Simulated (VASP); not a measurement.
Mg6AlNi:

```
Ni Al Mg
1.0
     4.72817    0.00000    0.00000
     0.00000    3.08981    5.26433
     0.00000   -3.08981    5.26433
Ni Al Mg
1 1 6
Direct
  0.50000 0.68258 0.68258
  0.00000 0.82238 0.82238
  0.50000 0.16437 0.16437
  0.50000 0.66605 0.15307
  0.50000 0.15307 0.66605
  0.00000 0.33332 0.33332
  0.00000 0.82603 0.35219
  0.00000 0.35219 0.82603
```

The cell comes from a database or a generator and needn't be the stable form of this composition.

```yaml
Program: VASP 6.6.1
Task: single point
Functional: PBE
Potentials_or_basis: VASP PAW PBE potentials, release 64 (Ni, Al, Mg)
Cutoff: 520 eV
k_mesh: 6 × 5 × 5
Occupations: fermi-dirac, width 0.05 eV
Spin: collinear spin, ferromagnetic start
Starting_moments: "[1.0, 0.0, 0.0, 0.0, 0.0, 0.0, 0.0, 0.0] μB"
```

On this cell: pressure 0.3 GPa; largest force 0.030 eV/Å; net moment 0.00 μB per cell; band gap on the k mesh none (metal or under the smearing width).

The same run follows on a disturbed copy (atoms moved at random, drawn with an rms of 0.05 Å):

```
Ni Al Mg
1.0
     4.72817    0.00000    0.00000
     0.00000    3.08981    5.26433
     0.00000   -3.08981    5.26433
Ni Al Mg
1 1 6
Direct
  0.48799 0.68453 0.68607
  0.99886 0.81888 0.82540
  0.51671 0.16934 0.17070
  0.50196 0.66726 0.14302
  0.50132 0.15329 0.66850
  0.98907 0.32710 0.33510
  0.00981 0.82615 0.34974
  0.00326 0.36407 0.81920
```

Question: What does the disturbed cell give?

Answer: The energy (extrapolated to zero smearing) moves by +7.7 meV/atom; pressure 0.6 GPa; largest force 0.582 eV/Å; net moment 0.00 μB per cell; band gap on the k mesh none (metal or under the smearing width).

Forces on the atoms (eV/Å):
```
Ni   0.091  0.038 -0.007
Al   0.047  0.167  0.067
Mg  -0.444 -0.006 -0.375
Mg  -0.087 -0.129  0.212
Mg  -0.121  0.047  0.110
Mg   0.468  0.050  0.181
Mg  -0.009  0.077 -0.061
Mg   0.056 -0.243 -0.127
```

Stress tensor (GPa, compression positive):
```
 1.53  0.11  0.05
 0.11 -0.11  0.08
 0.05  0.08  0.53
```
